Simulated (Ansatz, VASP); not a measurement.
**Cross-check of Nb between VASP and Ansatz**

Aim: how closely do two programs agree when they are given the same cell, functional and k mesh? Of the first pair: The cell is taken from a series of runs on this material, whose earlier steps may have relaxed, scaled, displaced or heated it; both programs get it as it stands.

Program: Ansatz 0.2.0. Level of theory: plane waves, with VASP 6.6.1 beside it; relaxation of cell and atoms at PBEsol and single point at PBEsol. Results are calculated unless marked as measured.

### 1. The starting structure

The structure is cubic, space group Im-3m (No. 229). Conventional cell: a = 3.273 Å, b = 3.273 Å, c = 3.273 Å, α = 90.00°, β = 90.00°, γ = 90.00°. Nearest to Nb lie 8 Nb at 2.83 Å.

Coordinates:

```
Nb
1.0
    -1.63629    1.63629    1.63629
     1.63629   -1.63629    1.63629
     1.63629    1.63629   -1.63629
Nb
1
Cartesian
  0.0000 0.0000 0.0000
```

### 2. VASP: relaxation of cell and atoms, PBEsol

The relaxed volume is the usual yardstick between codes: in a stiff, nearly cubic crystal its relative difference is about their pressure difference at one cell divided by the bulk modulus.

Lines of VASP's logs that name or quote its potential files are left out, and so is its time.

INCAR

```
SYSTEM = Nb
PREC = Accurate
ENCUT = 500
EDIFF = 1E-07
NELM = 120
ISMEAR = -1
SIGMA = 0.05
LREAL = .FALSE.
ALGO = Normal
GGA = PS
NBANDS = 12
LASPH = .TRUE.
LORBIT = 11
LWAVE = .FALSE.
LCHARG = .FALSE.
ISIF = 3
IBRION = 2
NSW = 80
EDIFFG = -0.005
GGA_COMPAT = .FALSE.
NELMIN = 4
KPAR = 2
```

POSCAR

```
Nb
1.0
   -1.6362923460      1.6362923460      1.6362923460
    1.6362923460     -1.6362923460      1.6362923460
    1.6362923460      1.6362923460     -1.6362923460
Nb
1
Direct
    0.0000000000      0.0000000000      0.0000000000
```

KPOINTS

```
Automatic mesh
0
Gamma
19 19 19
0 0 0
```

PAW data sets: Nb_sv (PBE family, release 64).

Launch:

```sh
$ mpirun -np 2 vasp_std
```

Numbers of over 12 decimals in the logs are rounded to 6 here.

Log:

```text
[banner, memory and clock lines left out]
running    2 mpi-ranks, on    1 nodes
 distrk:  each k-point on    1 cores,    2 groups
 distr:  one band on    1 cores,    1 groups

 POSCAR found type information on POSCAR Nb
 POSCAR found :  1 types and       1 ions
|                                                                             |
|               ----> ADVICE to this user running VASP <----                  |
|                                                                             |
|     You enforced a specific xc type in the INCAR file but a different       |
|     [... a line on the potential file left out ...]
|     I HOPE YOU KNOW WHAT YOU ARE DOING!                                     |
|                                                                             |

 LDA part: xc-table for (Slater+PW92), standard interpolation
 POSCAR, INCAR and KPOINTS ok, starting setup
 FFT: planning ... GRIDC
 FFT: planning ... GRID_SOFT
 FFT: planning ... GRID
 WAVECAR not read
 entering main loop
       N       E                     dE             d eps       ncg     rms          rms(c)
DAV:   1     0.111869997705E+03    0.11187E+03   -0.71802E+03  5320   0.106E+03
DAV:   2    -0.692110316447E+01   -0.11879E+03   -0.11426E+03  5676   0.383E+02
DAV:   3    -0.111587969932E+02   -0.42377E+01   -0.40497E+01  7532   0.632E+01
DAV:   4    -0.114186155018E+02   -0.25982E+00   -0.25825E+00  7428   0.141E+01
DAV:   5    -0.114300997942E+02   -0.11484E-01   -0.11477E-01  7764   0.232E+00    0.768E+00
DAV:   6    -0.110077682042E+02    0.42233E+00   -0.62190E-01  8528   0.989E+00    0.270E+00
DAV:   7    -0.109552373134E+02    0.52531E-01   -0.18796E-01  8728   0.536E+00    0.955E-01
DAV:   8    -0.109595306544E+02   -0.42933E-02   -0.12612E-02  6180   0.146E+00    0.409E-02
DAV:   9    -0.109595784293E+02   -0.47775E-04   -0.88669E-04  8476   0.283E-01    0.384E-02
DAV:  10    -0.109595934875E+02   -0.15058E-04   -0.21440E-05  6332   0.554E-02    0.146E-02
DAV:  11    -0.109595898108E+02    0.36767E-05   -0.55677E-06  6944   0.398E-02    0.283E-03
DAV:  12    -0.109595896431E+02    0.16769E-06   -0.30164E-07  7604   0.615E-03    0.108E-03
DAV:  13    -0.109595895954E+02    0.47724E-07   -0.11453E-08  3812   0.179E-03
   1 F= -.10959590E+02 E0= -.10953886E+02  d E =-.109596E+02
 curvature:   0.00 expect dE= 0.000E+00 dE for cont linesearch  0.000E+00
 trial: gam= 0.00000 g(F)=  0.129E-62 g(S)=  0.306E-03 ort = 0.000E+00 (trialstep = 0.100E+01)
 search vector abs. value=  0.306E-03
 bond charge predicted
       N       E                     dE             d eps       ncg     rms          rms(c)
DAV:   1    -0.109656847466E+02   -0.60951E-02   -0.17323E-01  7092   0.593E+00    0.651E-01
DAV:   2    -0.109598733457E+02    0.58114E-02   -0.13220E-02  7604   0.151E+00    0.189E-01
DAV:   3    -0.109591832502E+02    0.69010E-03   -0.48239E-03  9600   0.701E-01    0.116E-01
DAV:   4    -0.109593181174E+02   -0.13487E-03   -0.11183E-04  6956   0.110E-01    0.582E-02
DAV:   5    -0.109594527804E+02   -0.13466E-03   -0.33782E-04  8804   0.128E-01    0.254E-02
DAV:   6    -0.109594520629E+02    0.71749E-06   -0.99721E-06  6076   0.383E-02    0.395E-03
DAV:   7    -0.109594519833E+02    0.79523E-07   -0.20941E-06  8560   0.104E-02    0.169E-03
DAV:   8    -0.109594519514E+02    0.31990E-07   -0.25801E-08  3960   0.196E-03
   2 F= -.10959452E+02 E0= -.10953807E+02  d E =0.137644E-03
 trial-energy change:    0.000138  1 .order    0.000142   -0.000306    0.000589
 step:   0.3478(harm=  0.3417)  dis= 0.00000  next Energy=   -10.959643 (dE=-0.534E-04)
 bond charge predicted
       N       E                     dE             d eps       ncg     rms          rms(c)
DAV:   1    -0.109623068745E+02   -0.28549E-02   -0.73889E-02  7096   0.387E+00    0.423E-01
DAV:   2    -0.109598280297E+02    0.24788E-02   -0.57106E-03  7640   0.989E-01    0.122E-01
DAV:   3    -0.109595448358E+02    0.28319E-03   -0.20551E-03  9552   0.455E-01    0.747E-02
DAV:   4    -0.109595959837E+02   -0.51148E-04   -0.46381E-05  6928   0.705E-02    0.385E-02
DAV:   5    -0.109596452912E+02   -0.49308E-04   -0.14042E-04  8816   0.826E-02    0.167E-02
DAV:   6    -0.109596435684E+02    0.17228E-05   -0.40642E-06  6048   0.248E-02    0.273E-03
DAV:   7    -0.109596434180E+02    0.15044E-06   -0.70207E-07  8328   0.659E-03    0.118E-03
DAV:   8    -0.109596434512E+02   -0.33258E-07   -0.15072E-08  3284   0.149E-03
   3 F= -.10959643E+02 E0= -.10953960E+02  d E =-.538559E-04
 curvature:  -0.17 expect dE=-0.295E-08 dE for cont linesearch -0.295E-08
 trial: gam= 0.00000 g(F)=  0.257E-62 g(S)=  0.173E-07 ort =-0.230E-05 (trialstep = 0.870E+00)
 search vector abs. value=  0.174E-07
 reached required accuracy - stopping structural energy minimisation
```

OUTCAR, selected parts (step 2):

```text
ion  position               nearest neighbor table
   1  0.000  0.000  0.000-

  LATTYP: Found a body centered cubic cell.
 ALAT       =     3.2725846920

 Subroutine GETGRP returns: Found 48 space group operations
 (whereof 48 operations were pure point group operations)

The static configuration has the point symmetry O_h .

 Found    220 irreducible k-points:

   k-points           NKPTS =    220   k-points in BZ     NKDIM =    220   number of bands    NBANDS=     12

   dimension x,y,z NGX =    24 NGY =   24 NGZ =   24
   dimension x,y,z NGXF=    48 NGYF=   48 NGZF=   48

   ENCUT  =  500.0 eV  36.75 Ry    6.06 a.u.   5.17  5.17  5.17*2*pi/ulx,y,z

   NELECT =      13.0000    total number of electrons

 k-points in reciprocal lattice and weights: Automatic mesh
   0.00000000  0.00000000  0.00000000       0.000
   0.05263158  0.00000000  0.00000000       0.002
   0.10526316  0.00000000  0.00000000       0.002
   0.15789474  0.00000000  0.00000000       0.002
   0.21052632  0.00000000  0.00000000       0.002
   0.26315789  0.00000000  0.00000000       0.002
   0.31578947  0.00000000  0.00000000       0.002
   0.36842105  0.00000000  0.00000000       0.002
   0.42105263  0.00000000  0.00000000       0.002
[...]
-0.47368421 -0.47368421  0.42105263       0.001
  -0.47368421  0.47368421  0.47368421       0.001

 average (electrostatic) potential at core
       1 -76.1193

 E-fermi :  11.4659

 k-point     1 :       0.0000    0.0000    0.0000
  band No.  band energies     occupation
      1     -42.7697      2.00000
      2     -18.0177      2.00000
      3     -18.0177      2.00000
      4     -18.0177      2.00000
      5       5.4387      2.00000
      6      11.8201      0.00168
      7      11.8201      0.00168
      8      11.8201      0.00168
      9      14.8305      0.00000
     10      14.8305      0.00000
    ...

 k-point     2 :       0.0526    0.0000    0.0000
  band No.  band energies     occupation
      1     -42.7623      2.00000
      2     -18.0620      2.00000
      3     -18.0311      2.00000
      4     -18.0182      2.00000
      5       5.5582      2.00000
      6      11.7451      0.00749
      7      11.8031      0.00236
      8      11.9344      0.00017
      9      14.7106      0.00000
     10      14.8300      0.00000
    ...

 k-point     3 :       0.1053    0.0000    0.0000
  band No.  band energies     occupation
      1     -42.7410      2.00000
      2     -18.1885      2.00000
      3     -18.0693      2.00000
      4     -18.0193      2.00000
      5       5.9021      2.00000
      6      11.5365      0.39217
      7      11.7327      0.00959
      8      12.2739      0.00000
      9      14.4468      0.00000
     10      14.8344      0.00000
    ...

  Total        0.0003455      0.0003455      0.0003455      0.0000000     -0.0000000     -0.0000000
  in kB        0.0316644      0.0316644      0.0316644      0.0000000     -0.0000000     -0.0000000
  external PRESSURE =       0.0316644 kB  Pullay stress =       0.0000000 kB

  energy-cutoff  :      500.00
  volume of cell :       17.48
      direct lattice vectors                 reciprocal lattice vectors
    -1.635029975  1.635029975  1.635029975     0.000000000  0.305804791  0.305804791
     1.635029975 -1.635029975  1.635029975     0.305804791  0.000000000  0.305804791
     1.635029975  1.635029975 -1.635029975     0.305804791  0.305804791  0.000000000

 POSITION                                       TOTAL-FORCE (eV/Angst)
 -----------------------------------------------------------------------------------
      0.00000     -0.00000      0.00000        -0.000000      0.000000     -0.000000
 -----------------------------------------------------------------------------------
    total drift:                                0.000000      0.000000     -0.000000

  FREE ENERGIE OF THE ION-ELECTRON SYSTEM (eV)
  ---------------------------------------------------
  free  energy   TOTEN  =       -10.9596434512 eV

  energy  without entropy=      -10.9482766945  energy(sigma->0) =      -10.95396007

 reached required accuracy - stopping structural energy minimisation

 total charge
# of ion       s       p       d       tot
------------------------------------------
    1        2.228   5.999   2.541  10.767

[... 3 further parts left out ...]
```

CONTCAR:

```
Nb
   1.00000000000000
    -1.6350299746654127    1.6350299746654127    1.6350299746654127
     1.6350299746654127   -1.6350299746654127    1.6350299746654127
     1.6350299746654127    1.6350299746654127   -1.6350299746654127
  Nb
     1
Direct
     0.0000000000000000    0.0000000000000000    0.0000000000000000
```

### 3. Ansatz: relaxation of cell and atoms, PBEsol

Ansatz runs on its PAW soft_1 files.

The same cell, functional, mesh and smearing now go to Ansatz.

input.yaml

```yaml
crystal:
  lattice:
    - [-1.636292346, 1.636292346, 1.636292346]
    - [1.636292346, -1.636292346, 1.636292346]
    - [1.636292346, 1.636292346, -1.636292346]
  atoms:
    - { symbol: Nb, position: [0.0, 0.0, 0.0] }
kpoints:
  mp_grid: { grid: [19, 19, 19] }
scf:
  occupations: { method: fermi_dirac, width: 0.05 }
hamiltonian:
  xc: pbesol
  pseudopotentials: { kind: paw, azcp: { folder: soft_1 }, xc_functional: pbe }
basis:
  ecutwfc: 600
output:
  forces: true
  stress: true
  write_density: true
  write_potential: true
  elf: true
  volumetric_format: npy
relax:
  f_tol: 0.005
  max_steps: 70
  cell: { stress_tol: 0.02, p_target: 0 }
```

Launch:

```sh
$ ansatz run input.yaml --threads 4 --pin off --max-ram 10240MiB --backend cpu --events-out ev --progress --plain --runs-dir out
```

Log:

```text
Engine: ansatz 0.2.0, aarch64-unknown-linux-gnu
Pseudopotentials: kind: paw
Pseudopotential: Nb, paw, valence charge 13, recommended cutoff 420 eV (normal), soft_1/Nb.paw.azcp
Functional definition: PBEsol
  exchange = pbesol_x
  correlation = pbesol_c
Crystal: 1 atoms, lattice volume = 17.524 Å³
Basis set: ecut = 600 eV, 603 PW (Γ), exchange–correlation on 48×48×48 points (8 copies of the dense FFT grid, shifted against one another)
Bands: 11, of which v1, the nominal top of the filled ones, is band 7 counted from 1 (6 counted from 0)
Symmetry: 48 space group operations
Space group: Im-3m (ITA 229), of the structure as read, at distance tolerance 2.6e-5 Å
k-points: 220 of 6859
Non-local potential: Nb, projectors of the file, l = 0: 3, l = 1: 2, l = 2: 2, l = 3: 1
PAW form: soft (Blöchl's): semilocal exchange-correlation on the pseudo side does not see the compensation charge
PAW frozen core: Nb, regenerated for the run's functional, and the local potential with it (the file was generated under x = pbe(κ = 0.804, μ = 0.219515), c = pbe(β = 0.066725))
PAW one-centre angular grid: Nb, 590 points (default); XC on 64 Gauss nodes
Initial density: superposition of atomic densities (chi_scale 0.1, normalization cell)
Initial wavefunctions: pseudopotential atomic-orbital guess
Functional: x = pbesol(κ = 0.804, μ = 0.123457), c = pbesol(β = 0.046)
SCF iter   1: F=—  HF=-4495.985857 eV  |F-HF|=—  |Δ(HF+E_count)|=         —  Δρ=8.06e-2  dr2=1.24e0  ethr=3.10e-3  ⟨swp⟩=5.1  Hψ=13715  notcnv=0
preconditioner: auto → none  [metal: Δε(μ)=0.015 eV  Ē_g=8.122 eV  σ=0.050 eV  W_gap=0.07  n_scr=0 (ndim 8)  ℏωp=19.8 eV  f_vac=0.000  D(μ)=1.26/eV (n_scr^D=12)]
SCF iter   2: F=—  HF=-4495.501611 eV  |F-HF|=—  |Δ(HF+E_count)|=   4.84e-1  Δρ=2.59e-2  dr2=5.12e-2  ethr=3.10e-3  ⟨swp⟩=2.6  Hψ=6435  notcnv=0  defer=25
SCF iter   3: F=—  HF=-4495.491472 eV  |F-HF|=—  |Δ(HF+E_count)|=   1.01e-2  Δρ=9.57e-3  dr2=5.80e-3  ethr=3.94e-4  ⟨swp⟩=2.0  Hψ=3295  notcnv=0  defer=25
SCF iter   4: F=—  HF=-4495.490828 eV  |F-HF|=—  |Δ(HF+E_count)|=   6.45e-4  Δρ=4.39e-4  dr2=1.06e-5  ethr=4.46e-5  ⟨swp⟩=1.7  Hψ=3150  notcnv=0  defer=25
SCF iter   5: F=—  HF=-4495.490838 eV  |F-HF|=—  |Δ(HF+E_count)|=   1.04e-5  Δρ=2.97e-5  dr2=4.21e-8  ethr=7.69e-10  ⟨swp⟩=6.3  Hψ=13133  notcnv=0
SCF iter   6: F=-4495.490838 eV  HF=-4495.490838 eV  |F-HF|=2.55e-11  |Δ(HF+E_count)|=   1.47e-8  Δρ=1.54e-6  dr2=1.14e-10  ethr=3.24e-10  ⟨swp⟩=4.6  Hψ=11735  notcnv=0
SCF 1 converged in 6 iterations: F = -4495.490838 eV  dr2 = 1.14e-10
  greatest PAW one-centre occupation: 0.998 electrons in one spin orbital (limit 2), on the Nb atom at site 0 (counted from 0), in its partial waves of l = 0
relax step   1: F+E_penalty+E_count = -4495.49083810 eV  Δ(F+E_penalty+E_count) = +0.000e0 eV  max|allowed force component| = 0.000e0 eV/Å  Δτ_max = 0.0000 Å  P = -0.066 GPa  Ω = 17.524 Å³  (6 SCF iters, dr2 threshold 1.00e-7 eV, accepted)
[...]
relax step   2: F+E_penalty+E_count = -4495.49083302 eV  Δ(F+E_penalty+E_count) = +5.084e-6 eV  max|allowed force component| = 0.000e0 eV/Å  Δτ_max = 0.0000 Å  P = +0.148 GPa  Ω = 17.504 Å³  energy of the carried Pulay correction = +1.865e-7 eV  (3 SCF iters, dr2 threshold 1.07e-8 eV, rejected (line search))
[...]
relax step   3: F+E_penalty+E_count = -4495.49083944 eV  Δ(F+E_penalty+E_count) = -1.337e-6 eV  max|allowed force component| = 0.000e0 eV/Å  Δτ_max = 0.0000 Å  P = -0.000 GPa  Ω = 17.518 Å³  energy of the carried Pulay correction = +5.718e-8 eV  (5 SCF iters, accepted)
[...]
relax step   4: F+E_penalty+E_count = -4495.49083939 eV  Δ(F+E_penalty+E_count) = +5.016e-8 eV  max|allowed force component| = 0.000e0 eV/Å  Δτ_max = 0.0000 Å  P = -0.000 GPa  Ω = 17.518 Å³  stress off target by 6.71e-6 GPa  SCF on the basis re-selected at this cell (its energy is not comparable with the rows above)  (3 SCF iters)
basis re-selected at this cell: Δ(F+E_penalty+E_count) = +5.016e-8 eV, ΔP = -0.000 GPa vs the last step (what re-selecting the basis moved, of the pressure what is left beyond the Pulay correction that the steps carried, after the strain that the cell walked since its last selection, with what the two solves' SCF thresholds leave and, on support functions, any second-order correction that the steps lacked; it is no measure of the basis error at this ecutwfc). This SCF's stress stands 6.71e-6 GPa from its target on what of the cell is left free (relax.cell.stress_tol is 2.00e-2 GPa) and its largest allowed force component is 0.00e0 eV/Å (relax.f_tol is 5.00e-3 eV/Å): [rest of the remark cut]
SCF converged after 3 iterations
Free energy (F): -4495.490839 eV
Harris-Foulkes:  -4495.490839 eV  (|F-HF|=9.09e-13)
Internal energy: -4495.479434 eV  (E = F + TS)
E sigma→0 (E₀):  -4495.485137 eV
Entropy (-TS):   -0.011405 eV (-11.405 meV/atom)
Fermi energy:    18.237448 eV
--- Per-component energies (eV) ---
  E_band       = -60.713235
  E_kinetic    = 374.412647
  E_local      = -631.847392  (includes V_loc(G=0)·N_el)
  E_nonlocal   = 96.814735
  E_hartree    = 209.881886
  E_xc         = -165.105276
  E_vxc        = -200.719958  (∫ρ·V_xc dr)
  E_paw        = -3026.570957  (= ΣΔE_a)
  E_vpaw       = -119.137033  (= ΣTr[D̂ρ^β])
  E_aug_tail   = 0.000010  (compensation charges beyond the density's cutoff)
  E_ewald      = -1353.253797
  E_core_change = 0.188710  (= ΣΔE_core)
  E_smearing   = -0.011405  (= −TS)
  E_closure    = 0.000000  (closes the sum)
  Σ components = -4495.490839   (vs F -4495.490839, Δ=0.00e0)
--- Forces (eV/Å), atoms counted from 1 ---
  atom   1  Nb     0.00000000     0.00000000     0.00000000
  max |Σ_I F_I| component: 7.23e-31 eV/Å
--- Stress (GPa, compression-positive) ---
       -0.000007      -0.000000       0.000000
       -0.000000      -0.000007       0.000000
       -0.000000       0.000000      -0.000007
  P = ⅓ Tr σ = -0.0000 GPa (-0.000 kbar)
--- Band table (eV; the first three rows and the last of 220) ---
  k-point 0: bands = [... 3 lower, -11.2432, 12.2491, 18.5873, 18.5873, 18.5873, 21.5899, 21.5899, 32.4290]
  k-point 1: bands = [... 3 lower, -11.2436, 12.3680, 18.5127, 18.5706, 18.7016, 21.4707, 21.5896, 32.5297]
  k-point 2: bands = [... 3 lower, -11.2447, 12.7099, 18.3050, 18.5009, 19.0407, 21.2079, 21.5943, 32.7870]
  k-point 219: bands = [... 3 lower, -12.2531, 14.3619, 14.3832, 23.8169, 23.8169, 24.0065, 27.3595, 27.8246]
--- Relaxed structure (3 steps of the walk, 2 accepted, 1 SCFs on fresh bases) ---
  F+E_penalty+E_count = -4495.49083939 eV   max|allowed force component| = 0.000e0 eV/Å   (the final SCF, on the basis selected at the relaxed cell)
  cell:  # Å, volume = 17.5181 Å³
    - [-1.636097, 1.636097, 1.636097]
    - [1.636097, -1.636097, 1.636097]
    - [1.636097, 1.636097, -1.636097]
  atoms:
    - { symbol: Nb, position: [0.0, 0.0, 0.0] }
```

The column dr2 measures how far the density is from self-consistency, as an energy; F and HF (Harris–Foulkes) agree once it is small.

### 4. Differences

Known differences besides the potentials themselves: the cutoff is 600 eV in Ansatz and 500 eV in VASP; Ansatz makes its cores anew for this functional, VASP keeps those of its PBE data sets; Ansatz adds a Pulay correction to the stress that steers its cell, VASP none. Total energies have different zeros and are not compared.

The two programs side by side:

| quantity | Ansatz | VASP | difference |
| --- | --- | --- | --- |
| volume (Å³) | 17.52 | 17.48 | +0.20 % |
| edge a after relaxation, in the typed setting (Å) | 2.834 | 2.832 | +0.06 % |

### 5. Ansatz: relaxation, PBEsol

This run makes the geometry at which the two programs are then compared.

The structure compared here is the end of the Ansatz relaxation.

Changes to input.yaml since step 3:

```diff
@@ -26,2 +26,2 @@
   max_steps: 70
-  cell: { stress_tol: 0.02, p_target: 0 }
+  cell: { stress_tol: 0.02, p_target: 5 }
```

Log:

```text
[...]
Crystal: 1 atoms, lattice volume = 17.524 Å³
Basis set: ecut = 600 eV, 603 PW (Γ), exchange–correlation on 48×48×48 points (8 copies of the dense FFT grid, shifted against one another)
Bands: 11, of which v1, the nominal top of the filled ones, is band 7 counted from 1 (6 counted from 0)
Symmetry: 48 space group operations
[...]
k-points: 220 of 6859
[...]
k-point 219: bands = [... 3 lower, -11.6887, 14.7560, 14.7793, 24.5436, 24.5436, 24.7408, 28.1437, 28.6204]
--- Relaxed structure (4 steps of the walk, 3 accepted, 1 SCFs on fresh bases) ---
[...]
cell:  # Å, volume = 17.0701 Å³
    - [-1.622030, 1.622030, 1.622030]
    - [1.622030, -1.622030, 1.622030]
    - [1.622030, 1.622030, -1.622030]
  atoms:
    - { symbol: Nb, position: [0.0, 0.0, 0.0] }
[key lines of the parts left out:]
SCF converged after 5 iterations
Free energy (F): -4495.484004 eV
Fermi energy:    18.791284 eV
P = ⅓ Tr σ = 4.9922 GPa (49.922 kbar)
```

(Part 1 of 2 ends here.)

[Lines on the potential files, build, host, timing and source positions are cut from VASP's logs without a mark.]

[Logs are printed without paths, hosts, clocks, repeated set-up lines and the standing remarks that a program may print on its own settings, such as how far it seeks lower states.]

[Hosts, paths, dates, database ids (printed as entryN), source tags and the programs' standing remarks are cut or masked in the printed files.]
